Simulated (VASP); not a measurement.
# Mg5W (P1) in VASP: a series of runs

One crystal, Mg5W, is run at these levels: PBE; tasks: single point, molecular dynamics.

Everything below comes from runs of VASP 6.6.1. Logs are shortened: lines on timing, memory, paths and dates and some standing lists are left out, and cuts for length are marked.

**1. The structure**

The typed cell holds 6 atoms: a = 5.251 Å, b = 5.255 Å, c = 4.300 Å, α = 89.68°, β = 90.05°, γ = 120.49°.

The cell was built by a generator and needn't be a form met in nature.

**2. Single point, PBE**

INCAR reads:

```
PREC = Accurate
ENCUT = 520
EDIFF = 1E-6
ISMEAR = -1
SIGMA = 0.1
LREAL = F
LASPH = T
NELM = 80
ALGO = Normal
ISIF = 2
LWAVE = F
LCHARG = T
GGA = PE
LELF = T
LVHAR = T
NBANDS = 21
```

KPOINTS reads:

```
regular mesh
0
Gamma
  3 3 4
```

POSCAR reads:

```
Mg5W
1.0
    5.2510100000     -0.0236490000     -0.0023390000
   -2.6459860000      4.5403550000      0.0147680000
   -0.0019210000      0.0128960000      4.3002950000
Mg W
5 1
Direct
    0.4703596500      0.9742194961      0.4961364041
    0.4665502112      0.5153635628      0.4690537212
    1.0037961474      0.4875650917      0.4831865065
    0.3653384635      0.6879800352      0.9970763488
    0.6698896319      0.3253022612      0.9510291289
    0.9882424826      1.0010326895      0.9738034829
```

Potentials or basis: VASP PAW PBE potentials, release 64 (Mg, W_sv).

The run is started by

```bash
$ cat potpaw_PBE.64/Mg/POTCAR potpaw_PBE.64/W_sv/POTCAR > POTCAR
$ mpirun -np 1 vasp_std > vasp.out
```

OUTCAR:

```text
PREC = Accurate
   ENCUT = 520
   EDIFF = 1E-6
   ISMEAR = -1
   LREAL = F
   LASPH = T
   NELM = 80
   ISIF = 2
   GGA = PE

 ion  position               nearest neighbor table
   1  0.470  0.974  0.496-   2 2.40   3 2.49   4 2.52   4 2.52   5 2.53   3 2.73   5 2.83   2 2.86
                             6 3.32   6 3.35   6 3.44   6 3.48
   2  0.467  0.515  0.469-   3 2.36   4 2.39   1 2.40   4 2.60   5 2.74   1 2.86   5 2.87   3 2.90
                             6 3.36   6 3.37   6 3.38   6 3.42
   3  0.004  0.488  0.483-   2 2.36   1 2.49   5 2.51   4 2.65   1 2.73   5 2.75   4 2.75   2 2.90
                             6 3.27   6 3.35   6 3.47   6 3.50
   4  0.365  0.688  0.997-   2 2.39   1 2.52   1 2.52   2 2.60   3 2.65   3 2.75   6 2.82   5 2.89
                             5 3.05   6 3.12   6 3.15   5 3.15
   5  0.670  0.325  0.951-   3 2.51   1 2.53   2 2.74   3 2.75   1 2.83   2 2.87   4 2.89   6 2.93
                             4 3.05   6 3.06   6 3.09   4 3.15
   6  0.988  0.001  0.974-   4 2.82   5 2.93   5 3.06   5 3.09   4 3.12   4 3.15   3 3.27   1 3.32
                             3 3.35   1 3.35   2 3.36   2 3.37   2 3.38   2 3.42   1 3.44   3 3.47

  LATTYP: Found a triclinic cell.
 ALAT       =     5.2551197448
 B/A-ratio  =     0.9921961302
 C/A-ratio  =     0.8183095675
 COS(alpha) =     0.0047582763
 COS(beta)  =     0.0056260886
 COS(gamma) =     0.4968756485

  Lattice vectors:

 A1 = (   2.6459860000,  -4.5403550000,  -0.0147680000)
 A2 = (  -2.6050240000,  -4.5167060000,  -0.0124290000)
 A3 = (   0.0019210000,  -0.0128960000,  -4.3002950000)

Analysis of symmetry for initial positions (statically):
=====================================================================
 Subroutine PRICEL returns:
 Original cell was already a primitive cell.

 Routine SETGRP: Setting up the symmetry group for a
 triclinic supercell.

 Subroutine GETGRP returns: Found  1 space group operations
 (whereof  1 operations were pure point group operations)
 out of a pool of  2 trial point group operations.

The static configuration has the point symmetry C_1 .

Analysis of symmetry for dynamics (positions and initial velocities):
=====================================================================
 Subroutine PRICEL returns:
 Original cell was already a primitive cell.

 Routine SETGRP: Setting up the symmetry group for a
 triclinic supercell.

 Subroutine GETGRP returns: Found  1 space group operations
 (whereof  1 operations were pure point group operations)
 out of a pool of  2 trial point group operations.

The dynamic configuration has the point symmetry C_1 .

 Subroutine INISYM returns: Found  1 space group operations
 (whereof  1 operations are pure point group operations),
 and found     1 'primitive' translations

----------------------------------------------------------------------------------------

                                     Primitive cell

  volume of cell :     102.2552

  direct lattice vectors                    reciprocal lattice vectors
     5.251010000 -0.023649000 -0.002339000     0.190940594  0.111275398 -0.000248404
    -2.645986000  4.540355000  0.014768000     0.000994252  0.220828669 -0.000661791
    -0.001921000  0.012896000  4.300295000     0.000100441 -0.000697842  0.232544324

  length of vectors
     5.251063775  5.255119745  4.300314766     0.220999064  0.220831899  0.232545392

  position of ions in fractional coordinates (direct lattice)
     0.470359650  0.974219496  0.496136404
     0.466550211  0.515363563  0.469053721
     0.003796147  0.487565092  0.483186506
     0.365338464  0.687980035  0.997076349
     0.669889632  0.325302261  0.951029129
     0.988242483  0.001032690  0.973803483

  ion indices of the primitive-cell ions
   primitive index   ion index
                 1           1
                 2           2
                 3           3
                 4           4
                 5           5
                 6           6

----------------------------------------------------------------------------------------

 KPOINTS: regular mesh

Automatic generation of k-mesh.
 Grid dimensions read from file:
 generate k-points for:    3    3    4

 Generating k-lattice:

  Cartesian coordinates                     Fractional coordinates (reciprocal lattice)
     0.063646865  0.037091799 -0.000082801     0.333333333 -0.000000000  0.000000000
     0.000331417  0.073609556 -0.000220597     0.000000000  0.333333333 -0.000000000
     0.000025110 -0.000174460  0.058136081    -0.000000000  0.000000000  0.250000000

  Length of vectors
     0.073666355  0.073610633  0.058136348

  Shift w.r.t. Gamma in fractional coordinates (k-lattice)
     0.000000000  0.000000000  0.000000000

 Subroutine IBZKPT returns following result:
 ===========================================

 Found     19 irreducible k-points:

 Following reciprocal coordinates:
            Coordinates               Weight
  0.000000  0.000000  0.000000      1.000000
  0.333333 -0.000000  0.000000      2.000000
 -0.000000  0.333333  0.000000      2.000000
  0.333333  0.333333  0.000000      2.000000
 -0.333333  0.333333  0.000000      2.000000
  0.000000  0.000000  0.250000      2.000000
[... 11 lines left out ...]
  0.333333  0.333333  0.500000      2.000000
 -0.333333  0.333333  0.500000      2.000000
   k-points           NKPTS =     19   k-points in BZ     NKDIM =     19   number of bands    NBANDS=     21
   number of dos      NEDOS =    301   number of ions     NIONS =      6
   total plane-waves  NPLWV =  51200
   dimension x,y,z NGX =    40 NGY =   40 NGZ =   32
   dimension x,y,z NGXF=    80 NGYF=   80 NGZF=   64
   ions per type =               5   1
   NGX,Y,Z   is equivalent  to a cutoff of  12.66, 12.65, 12.37 a.u.
   NGXF,Y,Z  is equivalent  to a cutoff of  25.33, 25.31, 24.74 a.u.
 SYSTEM =  unknown system
   PREC   = accura    normal or accurate (medium, high low for compatibility)
   ISTART =      0    job   : 0-new  1-cont  2-samecut
   ICHARG =      2    charge: 1-file 2-atom 10-const
   ISPIN  =      1    spin polarized calculation?
   LNONCOLLINEAR =      F non collinear calculations
   LSORBIT =      F    spin-orbit coupling
   LASPH  =      T    aspherical Exc in radial PAW
   ENCUT  =  520.0 eV  38.22 Ry    6.18 a.u.   9.76  9.77  8.00*2*pi/ulx,y,z
   NELM   =     80;   NELMIN=  2; NELMDL= -5     # of ELM steps
   EDIFF  = 0.1E-05   stopping-criterion for ELM
   LREAL  =      F    real-space projection
   EDIFFG = 0.1E-04   stopping-criterion for IOM
   NSW    =      0    number of steps for IOM
   IBRION =     -1    ionic relax: 0-MD 1-quasi-New 2-CG
   NFREE  =      0    steps in history (QN), initial steepest desc. (CG)
   ISIF   =      2    stress and relaxation
   ISYM   =      2    0-nonsym 1-usesym 2-fastsym
   POTIM  = 0.5000    time-step for ionic-motion
   TEBEG  =    0.0;   TEEND  =   0.0 temperature during run
   PSTRESS=    0.0 pullay stress
   NELECT =      24.0000    total number of electrons
   NUPDOWN=      -1.0000    fix difference up-down
   EMIN   =  10.00;   EMAX   =-10.00  energy-range for DOS
   EFERMI =   0.00;   METHOD = LEGACY
   ISMEAR =    -1;   SIGMA  =   0.10  broadening in eV -4-tet -1-fermi 0-gaus
   EFERMI_NEDOS =   21; number of points for ismear=-14 and -15
   IALGO  =     38    algorithm
   IMIX   =      4    mixing-type and parameters
     AMIX     =   0.40;   BMIX     =  1.00
     AMIX_MAG =   1.60;   BMIX_MAG =  1.00
  volume/ion in A,a.u.               =      17.04       115.01
  Fermi-wavevector in a.u.,A,eV,Ry     =   1.009834  1.908310 13.874746  1.019765
  Thomas-Fermi vector in A             =   2.142787
   LORBIT       =      0    0 simple, 1 ext, 2 COOP (PROOUT), +10 PAW based schemes
   GGA     = PE    functional components
   LHFCALC =     F    Hartree Fock is set to
   AEXX    =    0.0000 exact exchange contribution
   IVDW    =     0    specifies the selected vdW correction
   LEPSILON=     F    determine dielectric tensor
   LRPA    =     F    only Hartree local field effects (RPA)
 non-spin polarized calculation
  energy-cutoff  :      520.00
  volume of cell :      102.26
 maximum number of plane-waves:      2769
   NGX = 19   NGY = 19   NGZ = 15

 number of electron      23.9999998 magnetization

 Free energy of the ion-electron system (eV)
  ---------------------------------------------------
  ext. energy  EPLUGINS =         0.00000000
  ---------------------------------------------------
  free energy    TOTEN  =       -13.53396500 eV

  energy without entropy =      -13.39258493  energy(sigma->0) =      -13.46327497

 E-fermi :   4.8720     XC(G=0): -10.1027

 val. band max:        4.8256185486   @ k =   0.0000   0.0000   0.0000
 cond. band min:       4.8772833762   @ k =   0.0000   0.0000   0.0000
 fundamental gap:      0.0516648276
 Fermi energy:         4.8720353883

 k-point     1 :       0.0000    0.0000    0.0000
  band No.  band energies     occupation
      1     -69.0099      2.00000
      2     -33.3112      2.00000
      3     -33.0668      2.00000
      4     -33.0437      2.00000
      5      -3.2090      2.00000
      6       2.4206      2.00000
[... 13 lines left out ...]
     20      10.1865      0.00000
     21      10.3804      0.00000

 k-point     2 :       0.3333   -0.0000    0.0000
  band No.  band energies     occupation
      1     -69.0098      2.00000
      2     -33.3111      2.00000
      3     -33.0669      2.00000
      4     -33.0442      2.00000
      5      -2.3597      2.00000
      6       0.0020      2.00000
[... 13 lines left out ...]
     20      10.4412      0.00000
     21      10.7606      0.00000
[... 367 lines left out ...]
      5       0.1902      2.00000
      6       0.6790      2.00000
[... 13 lines left out ...]
     20      10.2711      0.00000
     21      10.5462      0.00000

 k-point    19 :      -0.3333    0.3333    0.5000
  band No.  band energies     occupation
      1     -69.0098      2.00000
      2     -33.3158      2.00000
      3     -33.0667      2.00000
      4     -33.0436      2.00000
      5      -0.5576      2.00000
      6      -0.3494      2.00000
[... 13 lines left out ...]
     20      10.0053      0.00000
     21      10.4150      0.00000

------------------------ aborting loop because EDIFF is reached ----------------------------------------

  FORCE on cell =-STRESS in cart. coord.  units (eV):
  Direction    XX          YY          ZZ          XY          YZ          ZX
  --------------------------------------------------------------------------------------
  -------------------------------------------------------------------------------------
  Total        9.1488635      9.8187574     15.8717374      0.0638275     -0.3521705     -0.0751404
  in kB      143.3481785    153.8443531    248.6849478      1.0000752     -5.5179537     -1.1773308
  external PRESSURE =     181.9591598 kB  Pullay stress =       0.0000000 kB

 VOLUME and BASIS-vectors are now :
 -----------------------------------------------------------------------------
  energy-cutoff  :      520.00
  volume of cell :      102.26
      direct lattice vectors                 reciprocal lattice vectors
     5.251010000 -0.023649000 -0.002339000     0.190940594  0.111275398 -0.000248404
    -2.645986000  4.540355000  0.014768000     0.000994252  0.220828669 -0.000661791
    -0.001921000  0.012896000  4.300295000     0.000100441 -0.000697842  0.232544324

 POSITION                                       TOTAL-FORCE (eV/Angst)
 -----------------------------------------------------------------------------------
     -0.10886      4.41858      2.14682        -0.744216      2.789545     -0.583901
      1.08531      2.33495      2.02359         3.909184     -2.160587      0.570982
     -1.27109      2.21986      2.08504        -2.145337     -0.936146     -0.421002
      0.09610      3.12789      4.29703        -0.866263     -0.443544     -1.194143
      2.65503      1.47341      4.09294        -0.533303      0.525740      1.660496
      5.18467     -0.00612      4.18535         0.379935      0.224992     -0.032432
 -----------------------------------------------------------------------------------
    total drift:                                0.000118      0.000099     -0.000129

  FREE ENERGIE OF THE ION-ELECTRON SYSTEM (eV)
  ---------------------------------------------------
  free  energy   TOTEN  =       -13.5339649987 eV

  energy  without entropy=      -13.3925849326  energy(sigma->0) =      -13.46327497
```

Wall time 64 s (1 thread of AMD EPYC 7R43 (Zen 3), shared host); peak memory 0.19 GiB.

What came out:

```
Free energy            : -13.5340 eV
Pressure               : 18.2 GPa
Largest force          : 4.503 eV/Å
Band gap on the k mesh : none (metal or under the smearing width)
```

Forces on the atoms (eV/Å):
```
Mg  -0.744  2.790 -0.584
Mg   3.909 -2.161  0.571
Mg  -2.145 -0.936 -0.421
Mg  -0.866 -0.444 -1.194
Mg  -0.533  0.526  1.660
W    0.380  0.225 -0.032
```

Caveat: the k mesh is coarse (spacing up to 0.46 Å⁻¹), so the values aren't converged; so large a pressure means that the cell lies far from this level's equilibrium, or that cutoff or potentials fall short; forces of over 1 eV/Å show positions far from the minimum, so gaps and moduli don't describe the material at rest.

**3. Single point, PBE**

INCAR reads:

```
  PREC = Accurate
  ENCUT = 520
  EDIFF = 1E-6
  ISMEAR = -1
  SIGMA = 0.1
  LREAL = F
  LASPH = T
  NELM = 100
  ALGO = Fast
  ISIF = 2
  LWAVE = F
  LCHARG = F
  GGA = PE
  NBANDS = 21
```

KPOINTS is that of step 2.

POSCAR reads:

```
Mg5W
1.0
    5.2510100000     -0.0236490000     -0.0023390000
   -2.6459860000      4.5403550000      0.0147680000
   -0.0019210000      0.0128960000      4.3002950000
Mg W
5 1
Direct
    0.4791388914      0.9793357642      0.4947364949
    0.4700275949      0.4977026632      0.4525362380
    1.0075904266      0.4829060532      0.4730608475
    0.3555422972      0.6888576293      0.9955829923
    0.6695204619      0.3222801763      0.9556513157
    0.9874642887      1.0035906655      0.9770973043
```

Potentials or basis: VASP PAW PBE potentials, release 64 (Mg, W_sv).

The run is started by

```bash
$ cat potpaw_PBE.64/Mg/POTCAR potpaw_PBE.64/W_sv/POTCAR > POTCAR
$ mpirun -np 1 vasp_std > vasp.out
```

Wall time 62 s (1 thread of AMD EPYC 7R43 (Zen 3), shared host); peak memory 0.18 GiB.

Results (log left out):

```
Free energy            : -13.8956 eV
Pressure               : 17.4 GPa
Largest force          : 3.214 eV/Å
Band gap on the k mesh : none (metal or under the smearing width)
```

Forces on the atoms (eV/Å):
```
Mg  -0.322  1.741 -0.510
Mg   2.808 -1.281  0.897
Mg  -1.914 -0.829  0.050
Mg  -0.544 -0.455 -1.500
Mg  -0.448  0.660  1.065
W    0.421  0.164 -0.001
```

Stress tensor (GPa, compression positive):
```
13.58  0.31  0.10
 0.31 14.53 -0.59
 0.10 -0.59 24.16
```

Levels at points of the mesh, in eV from the Fermi level:
```csv
k point,band 10,band 11,band 12,band 13,band 14,band 15
"(0.00, 0.00, 0.00)",-0.69,-0.39,-0.23,-0.04,0.01,0.10
"(0.00, 0.00, 0.50)",-1.30,-1.17,0.85,1.33,1.53,1.64
```

Caveat: the k mesh is coarse (spacing up to 0.46 Å⁻¹), so the values aren't converged; so large a pressure means that the cell lies far from this level's equilibrium, or that cutoff or potentials fall short; forces of over 1 eV/Å show positions far from the minimum, so gaps and moduli don't describe the material at rest.

(Continued in part 2 of 2.)
